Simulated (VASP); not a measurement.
A convergence study with VASP on ZrO$_{2}$ (fluorite): one setting is varied, all else stays as given below, so the limit is that of these other settings. Each run relaxes cell and ions from the cell shown.

```xyz
3
Lattice="0.0000 2.5450 2.5450 2.5450 0.0000 2.5450 2.5450 2.5450 0.0000" Properties=species:S:1:pos:R:3 pbc="T T T"
Zr     0.0000     0.0000     0.0000
O      1.2725     1.2725     1.2725
O      3.8175     3.8175     3.8175
```

The numbers are results of PBE GGA, VASP's PBE PAW potentials (set 64) (plane waves; VASP 6.6.1), not measurements. The tightest run used: 700 eV cut-off, 11×11×11 Γ-centred mesh, Gaussian smearing of 0.050 eV, potentials Zr_sv O.

Gaps are read on the run's mesh, which can miss a band edge.

Q: The settings run are 2×2×2 mesh; 3×3×3 mesh; 4×4×4 mesh; 5×5×5 mesh; 6×6×6 mesh; 7×7×7 mesh; 8×8×8 mesh; 9×9×9 mesh; 10×10×10 mesh; 11×11×11 mesh. From which on does the relaxed volume stay within 0.05 Å³/atom of the tightest run?

A: From 3×3×3 mesh on: it is off by 0.002 there and by no more than 0.05 in any finer run, while 2×2×2 mesh is off by 0.171.
| setting | relaxed volume (Å³/atom) | E (eV/atom) | gap on the mesh (eV) | irreducible k-points | difference judged (Å³/atom) |
|---|---|---|---|---|---|
| 2×2×2 mesh | 11.333 | -9.3474 | 2.992 | 3 | 0.171 |
| 3×3×3 mesh | 11.160 | -9.5251 | 3.839 | 4 | 0.002 |
| 4×4×4 mesh | 11.161 | -9.5262 | 3.313 | 8 | 0.000 |
| 5×5×5 mesh | 11.161 | -9.5265 | 3.503 | 10 | 0.000 |
| 6×6×6 mesh | 11.162 | -9.5265 | 3.313 | 16 | 0.000 |
| 7×7×7 mesh | 11.162 | -9.5265 | 3.399 | 20 | 0.000 |
| 8×8×8 mesh | 11.161 | -9.5265 | 3.313 | 29 | 0.000 |
| 9×9×9 mesh | 11.161 | -9.5265 | 3.362 | 35 | 0.000 |
| 10×10×10 mesh | 11.161 | -9.5265 | 3.313 | 47 | 0.000 |
| 11×11×11 mesh | 11.161 | -9.5265 | 3.345 | 56 | 0.000 |

Left out are rungs that failed or repeat a setting and relaxations that didn't move; long series are thinned to 24 rows.

The compound is ZrO2 in the fluorite structure, the high-temperature cubic form, which is unstable at 0 K; the monoclinic form is the stable one.
